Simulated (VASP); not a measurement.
Here is the system:

```xyz
2
Lattice="0.0000 2.5998 2.5998 2.5998 0.0000 2.5998 2.5998 2.5998 0.0000" Properties=species:S:1:pos:R:3 pbc="T T T"
K      0.0000     0.0000     0.0000
Cl     2.5998     2.5998     2.5998
```

The numbers are results of PBE GGA, VASP's PBE PAW potentials (set 64) (plane waves; VASP), not measurements. Settings: 500 eV cut-off, 9×9×9 Γ-centred mesh, Gaussian smearing of 0.050 eV, potentials K_sv Cl.

Task: What does the run give for the energy per atom (σ→0), pressure?

Result: 
```json
{
  "energy per atom (σ→0)": "-2.245 eV/atom",
  "pressure": "448.2 kbar"
}
```

Total energies compare only between runs with the same potentials, cut-off and functional.

The compound is KCl in the rock salt structure. It was relaxed first under an external pressure of 45 GPa.
